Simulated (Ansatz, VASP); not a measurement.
## Cross-check of HfMn2 between VASP and Ansatz

One calculation is typed for both programs; each brings its own data sets. How far apart do they land? Valence electrons are named where the data sets of a main pair hold unlike numbers.

Main program and level: Ansatz 0.2.0; plane waves, with VASP 6.6.1 beside it; single point at LDA.

## 1. The starting structure

The structure is hexagonal, space group P6_3/mmc (No. 194). The conventional cell has a = 4.747 Å, b = 4.747 Å, c = 8.012 Å, α = 90.00°, β = 90.00°, γ = 120.00°. Hf has 12 Mn at 2.79 to 2.85 Å and 4 Hf at 2.93 to 2.97 Å nearest. Mn has 6 Mn at 2.45 Å and 6 Hf at 2.79 Å nearest. Mn has 6 Mn at 2.31 to 2.45 Å and 6 Hf at 2.80 to 2.85 Å nearest. Farther neighbours are not listed.

## 2. Ansatz: single point, LDA

Ansatz runs on its default PAW (the set named soft_2) files.

A single point gives forces, pressure and levels at one fixed geometry, so differences don't come from the geometry; what else differs is listed under the comparison.

File input.yaml:

```yaml
crystal:
  lattice:
    - [4.7473170763, 0.0, 0.0]
    - [-2.3736585381, 4.1112971879, 0.0]
    - [0.0, 0.0, 8.0122763094]
  atoms:
    - { symbol: Hf, position: [0.6666666667, 0.3333333333, 0.9354599825] }
    - { symbol: Hf, position: [0.3333333333, 0.6666666667, 0.4354599825] }
    - { symbol: Hf, position: [0.6666666667, 0.3333333333, 0.5645400175] }
    - { symbol: Hf, position: [0.3333333333, 0.6666666667, 0.0645400175] }
    - { symbol: Mn, position: [0.0, 0.0, 0.5], spin: 4.0 }
    - { symbol: Mn, position: [0.0, 0.0, 0.0], spin: 4.0 }
    - { symbol: Mn, position: [0.6583095565, 0.8291547783, 0.75], spin: 4.0 }
    - { symbol: Mn, position: [0.8291547783, 0.1708452218, 0.25], spin: 4.0 }
    - { symbol: Mn, position: [0.1708452218, 0.3416904435, 0.75], spin: -4.0 }
    - { symbol: Mn, position: [0.3416904435, 0.1708452218, 0.25], spin: -4.0 }
    - { symbol: Mn, position: [0.1708452218, 0.8291547783, 0.75], spin: -4.0 }
    - { symbol: Mn, position: [0.8291547783, 0.6583095565, 0.25], spin: -4.0 }
hamiltonian:
  xc: lda
  pseudopotentials: { kind: paw }
magnetization:
  spin_polarized: true
kpoints:
  mp_grid: { grid: [4, 4, 2] }
scf:
  occupations: { method: methfessel_paxton, width: 0.1 }
  n_extra_bands: 25
output:
  forces: true
  stress: true
  eigenvalues: true
```

Run with:

```sh
$ ansatz run input.yaml --threads 4 --pin off --max-ram 9216MiB --backend cpu --events-out ev --progress --plain --runs-dir out
```

Numbers of over 12 decimals in the logs are rounded to 6 here.

The program printed:

```text
scf.n_extra_bands = 25 over 112 filled bands (N_el = 224.0): the run solves 137 bands
Engine: ansatz 0.2.0, aarch64-unknown-linux-gnu
Pseudopotentials: kind: paw
Pseudopotential: Hf, paw, valence charge 26, recommended cutoff 420 eV (normal), Hf.paw.azcp
Pseudopotential: Mn, paw, valence charge 15, recommended cutoff 420 eV (normal), Mn.paw.azcp
Functional definition: SPW92
  exchange = slater_x
  correlation = pw_c
Crystal: 12 atoms, lattice volume = 156.381 Å³
Basis set: ecut = 420 eV, 3009 PW (Γ)
Bands: 137, of which v1, the nominal top of the filled ones, is band 112 counted from 1 (111 counted from 0)
Symmetry: 4 space group operations
Space group: Ama2 (ITA 40), of the structure as read, at distance tolerance 5.4e-5 Å
Magnetic group: BNS 40.203 (UNI 301), of the structure as read, at distance tolerance 5.4e-5 Å
k-points: 14 of 32 (time reversal used)
Non-local potential: Hf, projectors of the file, l = 0: 3, l = 1: 2, l = 2: 2, l = 3: 3
Non-local potential: Mn, projectors of the file, l = 0: 3, l = 1: 2, l = 2: 3, l = 3: 1
PAW form: soft (Blöchl's): semilocal exchange-correlation on the pseudo side does not see the compensation charge
PAW frozen core: Hf, regenerated for the run's functional, and the local potential with it (the file was generated under x = pbe(κ = 0.804, μ = 0.219515), c = pbe(β = 0.066725))
PAW frozen core: Mn, regenerated for the run's functional, and the local potential with it (the file was generated under x = pbe(κ = 0.804, μ = 0.219515), c = pbe(β = 0.066725))
PAW one-centre angular grid: Hf, 590 points (default); XC on 64 Gauss nodes
PAW one-centre angular grid: Mn, 590 points (default); XC on 64 Gauss nodes
Initial density: superposition of atomic densities (chi_scale 0.1, normalization cell)
Starting moments: Σ|m| = 32 μB on 8 of 12 sites
Starting magnetic order: compensated ferrimagnet; no operation exchanges its spin sublattices
Initial wavefunctions: pseudopotential atomic-orbital guess
Functional: x = slater, c = lda
SCF iter   1: F=—  HF=-92665.124971 eV  |F-HF|=—  |Δ(HF+E_count)|=         —  Δρ=2.83e-1 (↑2.79e-1 ↓2.83e-1)  dr2=2.69e1  dr2_m=1.05e2  M=0.416 μB ∫|m|=4.493 μB  β_m=0.30  ethr=3.10e-3  ⟨swp⟩=5.2  Hψ=11604  notcnv=0  defer=30
Mixer restart at iter 1: flushing history
preconditioner: auto → Kerker (q_TF=auto, 2.897 Å⁻¹)  [metal: Δε(μ)=0.018 eV  Ē_g=11.742 eV  σ=0.100 eV  W_gap=0.10  n_scr=66 (ndim 8)  ℏωp=36.6 eV  f_vac=0.000  D(μ)=13.60/eV (n_scr^D=148)]
spin=Collinear: Kerker preconditioning applied to the charge; magnetization (m = ρ↑ − ρ↓) channel mixes plain (no charge-response kernel on spin).
SCF iter   2: F=—  HF=-92641.066002 eV  |F-HF|=—  |Δ(HF+E_count)|=    2.41e1  Δρ=1.74e-1 (↑1.73e-1 ↓1.74e-1)  dr2=4.49e0  dr2_m=4.22e1  M=0.661 μB ∫|m|=6.148 μB  β_m=0.52  ethr=3.10e-3  ⟨swp⟩=3.1  Hψ=7398  notcnv=0  defer=427
SCF iter   3: F=—  HF=-92642.407748 eV  |F-HF|=—  |Δ(HF+E_count)|=    1.34e0  Δρ=7.67e-2 (↑7.67e-2 ↓7.62e-2)  dr2=2.27e0  dr2_m=8.04e0  M=0.573 μB ∫|m|=3.671 μB  β_m=0.66  ethr=2.00e-3  ⟨swp⟩=3.5  Hψ=6968  notcnv=0  defer=427
SCF iter   4: F=—  HF=-92641.637082 eV  |F-HF|=—  |Δ(HF+E_count)|=   7.71e-1  Δρ=1.87e-2 (↑1.40e-2 ↓1.87e-2)  dr2=2.19e0  dr2_m=1.26e-1  M=0.410 μB ∫|m|=1.414 μB  β_m=0.71  ethr=1.01e-3  ⟨swp⟩=3.4  Hψ=6795  notcnv=0  defer=402
SCF iter   5: F=—  HF=-92640.834658 eV  |F-HF|=—  |Δ(HF+E_count)|=   8.02e-1  Δρ=1.36e-2 (↑1.36e-2 ↓1.00e-2)  dr2=7.34e-1  dr2_m=3.94e-2  M=0.196 μB ∫|m|=0.334 μB  β_m=0.64  ethr=9.79e-4  ⟨swp⟩=3.1  Hψ=7236  notcnv=0  defer=402
SCF iter   6: F=—  HF=-92641.195608 eV  |F-HF|=—  |Δ(HF+E_count)|=   3.61e-1  Δρ=1.15e-2 (↑1.15e-2 ↓8.38e-3)  dr2=6.21e-1  dr2_m=6.28e-3  M=0.189 μB ∫|m|=0.269 μB  β_m=0.82  ethr=3.28e-4  ⟨swp⟩=2.2  Hψ=6531  notcnv=0  defer=400
SCF iter   7: F=—  HF=-92641.381542 eV  |F-HF|=—  |Δ(HF+E_count)|=   1.86e-1  Δρ=5.81e-3 (↑5.81e-3 ↓5.57e-3)  dr2=1.88e-3  dr2_m=4.58e-2  M=0.216 μB ∫|m|=0.513 μB  β_m=0.79  ethr=2.77e-4  ⟨swp⟩=2.1  Hψ=5160  notcnv=0  defer=400
SCF iter   8: F=—  HF=-92641.380211 eV  |F-HF|=—  |Δ(HF+E_count)|=   1.33e-3  Δρ=3.00e-3 (↑3.00e-3 ↓2.96e-3)  dr2=6.37e-4  dr2_m=1.27e-2  M=0.167 μB ∫|m|=0.295 μB  β_m=0.90  ethr=8.39e-7  ⟨swp⟩=2.3  Hψ=7553  notcnv=0  defer=390
SCF iter   9: F=—  HF=-92641.379510 eV  |F-HF|=—  |Δ(HF+E_count)|=   7.01e-4  Δρ=1.15e-3 (↑1.10e-3 ↓1.15e-3)  dr2=1.35e-3  dr2_m=1.45e-3  M=0.088 μB ∫|m|=0.122 μB  β_m=0.95  ethr=2.84e-7  ⟨swp⟩=2.2  Hψ=7095  notcnv=0  defer=390
[...]
iteration 14: the input's own smearing fills from here on; a Gaussian of 0.1 eV has filled iterations ahead of it
[...]
SCF iter  19: F=—  HF=-92641.343358 eV  |F-HF|=—  |Δ(HF+E_count)|=   1.80e-7  S|Δr|=    0.00e0  Δρ=9.42e-5 (↑9.18e-5 ↓9.42e-5)  dr2=6.48e-5  dr2_m=1.81e-8  M=0.001 μB ∫|m|=0.002 μB  β_m=0.31  ethr=3.54e-9  ⟨swp⟩=2.0  Hψ=4494  notcnv=0  defer=390  recentre
SCF iter  20: F=—  HF=-92641.343355 eV  |F-HF|=—  |Δ(HF+E_count)|=   3.32e-6  S|Δr|=    0.00e0  Δρ=1.23e-5 (↑1.23e-5 ↓1.01e-5)  dr2=7.87e-7  dr2_m=1.43e-8  M=0.001 μB ∫|m|=0.002 μB  β_m=0.53  ethr=3.54e-9  ⟨swp⟩=2.0  Hψ=4496  notcnv=0  defer=390
SCF iter  21: F=—  HF=-92641.343355 eV  |F-HF|=—  |Δ(HF+E_count)|=   1.17e-7  S|Δr|=    0.00e0  Δρ=1.75e-5 (↑1.34e-5 ↓1.75e-5)  dr2=1.75e-6  dr2_m=1.14e-8  M=0.001 μB ∫|m|=0.002 μB  β_m=0.53  ethr=3.51e-10  ⟨swp⟩=2.0  Hψ=4441  notcnv=0  defer=390
SCF iter  22: F=—  HF=-92641.343355 eV  |F-HF|=—  |Δ(HF+E_count)|=   1.29e-7  S|Δr|=    0.00e0  Δρ=3.02e-5 (↑3.02e-5 ↓2.59e-5)  dr2=5.71e-6  dr2_m=9.96e-9  M=0.001 μB ∫|m|=0.001 μB  β_m=0.36  ethr=3.51e-10  ⟨swp⟩=2.0  Hψ=4710  notcnv=0  defer=390  recentre
SCF iter  23: F=—  HF=-92641.343355 eV  |F-HF|=—  |Δ(HF+E_count)|=   2.37e-7  S|Δr|=    0.00e0  Δρ=3.20e-6 (↑2.72e-6 ↓3.20e-6)  dr2=1.17e-8  dr2_m=7.70e-9  M=0.001 μB ∫|m|=0.001 μB  β_m=0.68  ethr=4.46e-11  ⟨swp⟩=10.8  Hψ=19134  notcnv=0
SCF iter  24: F=—  HF=-92641.343355 eV  |F-HF|=—  |Δ(HF+E_count)|=   4.69e-9  S|Δr|=    0.00e0  Δρ=3.00e-6 (↑3.00e-6 ↓1.80e-6)  dr2=1.94e-8  dr2_m=4.46e-9  M=0.001 μB ∫|m|=0.001 μB  β_m=0.81  ethr=5.22e-12  ⟨swp⟩=4.1  Hψ=11284  notcnv=0
SCF iter  25: F=—  HF=-92641.343355 eV  |F-HF|=—  |Δ(HF+E_count)|=   6.08e-9  S|Δr|=    0.00e0  Δρ=4.33e-6 (↑3.04e-6 ↓4.33e-6)  dr2=8.72e-8  dr2_m=2.74e-9  M=0.000 μB ∫|m|=0.001 μB  β_m=0.66  ethr=5.22e-12  ⟨swp⟩=4.0  Hψ=11734  notcnv=0  recentre
SCF iter  26: F=—  HF=-92641.343355 eV  |F-HF|=—  |Δ(HF+E_count)|=   1.63e-9  S|Δr|=    0.00e0  Δρ=2.63e-6 (↑2.63e-6 ↓2.18e-6)  dr2=3.16e-8  dr2_m=1.45e-9  M=0.000 μB ∫|m|=0.001 μB  β_m=0.66  ethr=5.22e-12  ⟨swp⟩=4.0  Hψ=11621  notcnv=0
SCF iter  27: F=—  HF=-92641.343355 eV  |F-HF|=—  |Δ(HF+E_count)|=   2.85e-9  S|Δr|=    0.00e0  Δρ=3.65e-6 (↑3.65e-6 ↓3.39e-6)  dr2=8.86e-8  dr2_m=2.58e-10  M=0.000 μB ∫|m|=0.001 μB  β_m=0.45  ethr=5.22e-12  ⟨swp⟩=3.8  Hψ=10351  notcnv=0  recentre
SCF iter  28: F=-92641.343355 eV  HF=-92641.343355 eV  |F-HF|=1.15e-8  |Δ(HF+E_count)|=   3.32e-9  S|Δr|=    0.00e0  Δρ=1.47e-6 (↑1.17e-6 ↓1.47e-6)  dr2=1.22e-8  dr2_m=1.40e-10  M=0.000 μB ∫|m|=0.001 μB  ethr=5.22e-12  ⟨swp⟩=3.1  Hψ=9087  notcnv=0
SCF 1 converged in 28 iterations: F = -92641.343355 eV  dr2 = 1.22e-8
  greatest PAW one-centre occupation: 1.000 electrons in one spin orbital (limit 2), on the Mn atom at site 8 (counted from 0), in its partial waves of l = 0
WARN: the starting moments were not kept: the SCF closed with an absolute magnetisation of 5.2e-4 μB, where they sum to 32 μB in size (8 sites). That is at most 0.1 of that sum. Measured as dr2_m measures the in/out step, that magnetisation stands 7.0e-8 eV from none, at or under the dr2_threshold of 1.0e-7 eV: it is no larger than a step whose dr2_m would equal this threshold. The system may hold no moment; this SCF [...]
this state was not tested for a lower state beside it, because cold or Methfessel-Paxton smearing, or corrected tetrahedra, fill the levels in a way that the test cannot read (fill_not_monotonic; see scf.lower_state_search)
SCF converged after 28 iterations
Magnetization: 0.0004 μB (112.0002 up, 111.9998 down)
Absolute magnetization: 0.0005 μB (∫|ρ↑−ρ↓|, with the PAW one-centre terms)
Spin contamination: 0.0000 ħ² per cell (⟨S²⟩ above its minimum at these occupations)
Per-site moments (μB) at R_I (Å): [(-6.666808200288188e-6, 1.150553), (-6.666808200246996e-6, 1.150553), (-6.6668082002104025e-6, 1.150553), (-6.666808200393892e-6, 1.150553), (0.000142989, 1.009212), (0.000142989, 1.009212), (2.067239670443038e-5, 0.954586), (2.067239670451614e-5, 0.954586), (4.117725214245649e-5, 0.954586), (1.583733970873119e-5, 0.954586), (1.5837339708262874e-5, 0.954586), (4.117725214215218e-5, 0.954586)]
Free energy (F): -92641.343355 eV
Harris-Foulkes:  -92641.343355 eV  (|F-HF|=1.15e-8)
Internal energy: -92641.344902 eV  (E = F + TS)
E sigma→0 (E₀):  -92641.343742 eV
Entropy (-TS):   0.001547 eV (0.129 meV/atom)
Fermi energy:    22.243823 eV
Step filling:    the computed levels leave a gap of 0.0024 eV = 0.0 smearing widths at the electron count; against every level under it full and every level over it empty, smearing changes F+E_penalty+E_count by -4.203 meV and its σ→0 estimate by -4.590 meV
--- Per-component energies (eV) ---
  E_band       = -551.998366
  E_kinetic    = 4200.718044
  E_local      = -30200.710692  (includes V_loc(G=0)·N_el)
  E_nonlocal   = -3001.478083
  E_hartree    = 13712.170332
  E_xc         = -2126.288492
  E_vxc        = -2271.181596  (∫ρ·V_xc dr)
  E_paw        = -36660.441984  (= ΣΔE_a)
  E_vpaw       = 3296.313861  (= ΣTr[D̂ρ^β])
  E_aug_tail   = -0.000085  (compensation charges beyond the density's cutoff)
  E_ewald      = -38578.214536
  E_core_change = 12.900595  (= ΣΔE_core)
  E_smearing   = 0.001547  (= −TS)
  E_closure    = -0.000000  (closes the sum)
  Σ components = -92641.343355   (vs F -92641.343355, Δ=0.00e0)
--- Forces (eV/Å), atoms counted from 1 ---
  atom   1  Hf    -0.00000047     0.00000136    -0.01167376
  atom   2  Hf    -0.00000047    -0.00000136    -0.01167376
  atom   3  Hf    -0.00000047     0.00000136     0.01167376
  atom   4  Hf    -0.00000047    -0.00000136     0.01167376
  atom   5  Mn     0.00000124    -0.00000000     0.00000000
  atom   6  Mn     0.00000124    -0.00000000    -0.00000000
  atom   7  Mn     0.03515196     0.02029420     0.00000000
  atom   8  Mn     0.03515196    -0.02029420     0.00000000
  atom   9  Mn    -0.00000026    -0.04058890     0.00000000
  atom  10  Mn    -0.03515252    -0.02029418     0.00000000
  atom  11  Mn    -0.03515252     0.02029418     0.00000000
  atom  12  Mn    -0.00000026     0.04058890     0.00000000
  max |Σ_I F_I| component: 1.03e-6 eV/Å
--- Stress (GPa, compression-positive) ---
        1.509336      -0.000000       0.000000
       -0.000000       1.509403       0.000000
        0.000000       0.000000       1.116086
  P = ⅓ Tr σ = 1.3783 GPa (13.783 kbar)
--- Band table (eV; the first three rows and the last of 28) ---
  k-point 0 ↑: bands = [... 108 lower, 22.2849, 22.2849, 22.4158, 22.4158, 22.6121, 22.6121, 22.6182, 22.6881, ... 21 higher]
  k-point 1 ↑: bands = [... 108 lower, 22.5272, 22.5272, 22.5273, 22.5273, 22.6334, 22.6334, 22.6334, 22.6334, ... 21 higher]
  k-point 2 ↑: bands = [... 108 lower, 21.8986, 22.1167, 22.2070, 22.2703, 22.4830, 22.6083, 22.6296, 22.6493, ... 21 higher]
  k-point 13 ↓: bands = [... 108 lower, 21.7259, 21.7259, 21.9472, 21.9472, 22.0058, 22.0058, 22.4454, 22.4454, ... 21 higher]
```

Elapsed: 67 s, on 4 threads of Arm Neoverse V2, shared host; peak memory 0.96 GiB; 4.2 min of CPU time.

The column dr2 measures how far the density is from self-consistency, as an energy; F and HF (Harris–Foulkes) agree once it is small.

The run ends at a pressure of 1.38 GPa, with forces up to 0.041 eV/Å.

[end of part 1 of 2]

[Lines on the potential files, build, host, timing and source positions are cut from VASP's logs without a mark.]

[Logs are printed without paths, hosts, clocks, repeated set-up lines and the standing remarks that a program may print on its own settings, such as how far it seeks lower states.]

[Hosts, paths, dates, database ids (printed as entryN), source tags and the programs' standing remarks are cut or masked in the printed files.]
